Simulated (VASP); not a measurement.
Consider the following.

```
WO2
1.0
    4.94051     0.00000     0.00000
    0.00000     4.94051     0.00000
    0.00000     0.00000     2.65868
W O
2 4
Direct
  0.00000   0.00000   0.00000
  0.50000   0.50000   0.50000
  0.28022   0.28022   0.00000
  0.78022   0.21978   0.50000
  0.21978   0.78022   0.50000
  0.71978   0.71978   0.00000
```

Level of theory: LDA (Ceperley-Alder, Perdew-Zunger), VASP's LDA PAW potentials (set 64) (plane waves; VASP). Run with 520 eV cut-off, Gaussian smearing of 0.050 eV, potentials W_sv O.

Unless said otherwise, spin-orbit coupling is left out, though it shifts the bands of the heavy elements here.

Problem. What does the run give for the band gap (along the path) with the smallest direct gap where there is one?

Solution. 
```json
{
  "band gap (along the path)": "none (metal, semimetal or under 0.01 eV)"
}
```

The absolute energy has meaning only against runs of the same code, potentials and settings.

The structure was generated: WO2 was put into the rutile type (P4_2/mnm), which need not be its known phase. It was relaxed first, which changed the volume by -12 %.
